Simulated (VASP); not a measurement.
The system is AsH3, in a box.

```
As H
1.0
    12.55720    0.00000    0.00000
     0.00000   13.05720    0.00000
     0.00000    0.00000   13.55720
As H
1 3
Direct
  0.52424 0.50721 0.45725
  0.52325 0.41149 0.52352
  0.54775 0.57516 0.54744
  0.40380 0.52132 0.47348
```

Base run:

```yaml
Program: VASP 6.6.1
Functional: RPBE
Potentials_or_basis: VASP PAW PBE potentials, release 64 (As, H)
Cutoff: 400 eV
k_mesh: 1 × 1 × 1
Occupations: gaussian, width 0.01 eV
Spin: no spin polarisation
```

Its results: gap between the frontier levels 5.92 eV; largest force 0.066 eV/Å.

The run is repeated on the same cell with these changes: functional from RPBE to PBE. What comes out?

Gap between the frontier levels 6.00 eV; largest force 0.080 eV/Å.

Caveats: the PAW data sets were made with another functional, which shifts forces and pressure a little (some runs).

A k mesh can miss the band edges.

Not every run made on this cell is shown here.
